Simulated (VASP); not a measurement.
OSZICAR of a VASP run on Ge₆₂Sb:

**OSZICAR**
```
       N       E                     dE             d eps       ncg     rms          rms(c)
DAV:   1    -0.273813949947E+03   -0.27381E+03   -0.10856E-05   744   0.690E-03    0.233E-03
RMM:   2    -0.273813949296E+03    0.65055E-06   -0.27910E-06   476   0.283E-03    0.102E-03
RMM:   3    -0.273813949260E+03    0.36317E-07   -0.19107E-06   503   0.159E-03    0.602E-04
RMM:   4    -0.273813949262E+03   -0.27148E-08   -0.23663E-07   273   0.776E-04
   1 F= -.27381395E+03 E0= -.27379608E+03  d E =-.357311E-01  mag=     1.0000
```

### Question
Which electronic solver shows in the log?

### Answer
It is blocked Davidson (ALGO = Normal, or the opening steps of other solvers) and then RMM-DIIS (ALGO = Fast or VeryFast). The INCAR had ALGO = Fast.

### Question
How was spin treated?

### Answer
Collinear spin (ISPIN = 2): the summary line carries one mag value, 1.00 μB in the cell.

### Question
Can the final energy be trusted as converged?

### Answer
The run converged. It stopped with EDIFF = 1E-6, NELM = 100 (PBE GGA, plane waves, VASP's PBE PAW potentials (set 64)).  The supercell is sampled at Γ alone, which is coarse: total energies, pressure and levels can be off, energies of defects by several tenths of an eV.

The cell is a supercell with a defect, built from Ge (diamond): Sb_Ge-vac_Ge. The total moment is imposed (NUPDOWN), so this need not be the lowest spin state.
